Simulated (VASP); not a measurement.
**InGaAs2 under changes of volume**

One of the cells (27.139 Å³/atom); the others are scaled copies at fixed shape and fractional positions:

```xyz
4
Lattice="4.2530 0.0000 0.0000 0.0000 4.2530 0.0000 0.0000 0.0000 6.0016" Properties=species:S:1:pos:R:3 pbc="T T T"
In    0.0000    0.0000    3.0008
As    0.0000    2.1265    1.3895
As    2.1265    0.0000    4.6121
Ga    2.1265    2.1265    0.0000
```

The cell comes from a database or a generator and needn't be the stable form of this composition.

| Property | Result |
| --- | --- |
| Program | VASP 6.6.1 |
| Functional | PBEsol |
| Potentials or basis | VASP PAW PBE potentials, release 64 (In_d, As, Ga_d) |
| Cutoff | 520 eV |
| k mesh | 6 × 6 × 5 |
| Occupations | fermi-dirac, width 0.05 eV |
| Spin | no spin polarisation |

```csv
volume (Å³/atom),energy over the lowest point (meV/atom),pressure (GPa),largest force (eV/Å)
25.011,?,?,?
25.543,0.00,-0.3,0.083
26.075,2.89,-1.5,0.060
27.139,19.35,-3.4,0.021
27.671,32.13,-4.3,0.004
28.203,47.48,-5.0,0.011
```

Problem. What does the run at 25.011 Å³/atom give?

Solution. Energy over the lowest point 1.28 meV/atom; pressure 1.0 GPa; largest force 0.107 eV/Å.

Worked out: A Birch-Murnaghan fit of order 3 (a polynomial in V^(-2/3)) to the other rows has its minimum at 25.43 Å³/atom, just outside them, with B0 = V·E''(V) = 62 GPa and B' = 4.8 at fixed shape and positions, which overstates the stiffness. It gives 1.29 meV/atom at 25.011 Å³/atom, against the run's 1.28, and -dE/dV = 1.1 GPa, against 1.0.

Energies are extrapolated to zero smearing.

Caveats: the PAW data sets were made with another functional, which shifts forces and pressure a little.
